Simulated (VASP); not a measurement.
Computed with PBE GGA, VASP's PBE PAW potentials (set 64) (plane waves; VASP).

A VASP calculation is set up with these files.

KPOINTS:
```
Automatic mesh
0
Gamma
6 6 6
0 0 0
```

INCAR:
```
SYSTEM = Li2Se
PREC = Accurate
ENCUT = 600
EDIFF = 1E-7
NELM = 100
ALGO = Normal
LREAL = .FALSE.
LASPH = .TRUE.
ISMEAR = 0
SIGMA = 0.05
GGA = PE
LMAXMIX = 4
LWAVE = .FALSE.
LCHARG = .FALSE.
ISIF = 2
```

File POSCAR:
```
Li2Se
4.2426410
  0.0000000000   0.7071067290   0.7071067290
  0.7071067290   0.0000000000   0.7071067290
  0.7071067290   0.7071067290   0.0000000000
Li Se
2 1
Cartesian
  0.3535533645   0.3535533645   0.3535533645
  1.0606600936   1.0606600936   1.0606600936
  0.0000000000   0.0000000000   0.0000000000
```

POTCAR, in this order: Li_sv Se (PBE.64 set). Program: vasp_std.

### Question
What does the run give for the energy per atom (σ→0), band gap (on the k-mesh)?

### Answer

```json
{
  "energy per atom (σ→0)": "-3.711 eV/atom",
  "band gap (on the k-mesh)": "2.97 eV"
}
```

### OSZICAR
```
...
DAV:   8    -0.111313941171E+02   -0.78124E-02   -0.21220E-02   390   0.102E+00    0.198E-01
DAV:   9    -0.111315298721E+02   -0.13576E-03   -0.14107E-03   442   0.226E-01    0.989E-02
DAV:  10    -0.111318556000E+02   -0.32573E-03   -0.61632E-04   344   0.153E-01    0.395E-02
DAV:  11    -0.111318593003E+02   -0.37003E-05   -0.38688E-05   412   0.419E-02    0.761E-03
DAV:  12    -0.111318629875E+02   -0.36872E-05   -0.84190E-06   354   0.195E-02    0.229E-03
DAV:  13    -0.111318628236E+02    0.16383E-06   -0.14040E-07   468   0.276E-03    0.844E-04
DAV:  14    -0.111318628268E+02   -0.31814E-08   -0.26495E-08   332   0.118E-03
   1 F= -.11131863E+02 E0= -.11131863E+02  d E =-.586210E-11
```

The compound is Li2Se in the antifluorite structure. The cell was not relaxed at this level.
